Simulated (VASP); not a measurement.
Input:

```xyz
2
Lattice="0.0000 1.8075 1.8075 1.8075 0.0000 1.8075 1.8075 1.8075 0.0000" Properties=species:S:1:pos:R:3 pbc="T T T"
B      0.0000     0.0000     0.0000
N      0.9038     0.9038     0.9038
```

Computed with PBE GGA, VASP's PBE PAW potentials (set 64) (plane waves; VASP). Settings: 400 eV cut-off, 11×11×11 Γ-centred mesh, Fermi-Dirac smearing of 0.010 eV, potentials B N.

At this cut-off the stress carries a Pulay error, which pulls relaxed volumes low.

### Question
Give the stress tensor in GPa (positive for a compressed cell).

### Answer

```
-3.04   0.00   0.00
 0.00  -3.04   0.00
 0.00   0.00  -3.04
```
The pressure is its mean diagonal, -3.04 GPa.

The structure is a typed BN crystal (F-43m). The cell was not relaxed at this level.
